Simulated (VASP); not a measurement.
Al2Cu (sg140): computed properties

Method: r2SCAN meta-GGA, VASP's PBE PAW potentials (set 64) (plane waves; VASP).

For Al₂Cu, the space group comes out as I4/mcm (140) and the cell comes out as a = 6.015 Å, b = 6.015 Å, c = 4.762 Å, α = 90.00°, β = 90.00°, γ = 90.00°. The volume per atom comes out as 14.36 Å³/atom, the band gap (over mesh and band path) comes out as none (metal, semimetal or under 0.01 eV) and the density is 4.53 g/cm³.

```
Al2Cu
1.0
   -3.00755     3.00755     2.38104
    3.00755    -3.00755     2.38104
    3.00755     3.00755    -2.38104
Al Cu
4 2
Direct
  0.65829   0.15829   0.81659
  0.15829   0.34171   0.50000
  0.84171   0.65829   0.50000
  0.34171   0.84171   0.18341
  0.75000   0.75000   0.00000
  0.25000   0.25000   0.00000
```

The compound is Al2Cu in the sg140 structure. It was relaxed first. Symmetry was kept, so distortions that lower it aren't found.
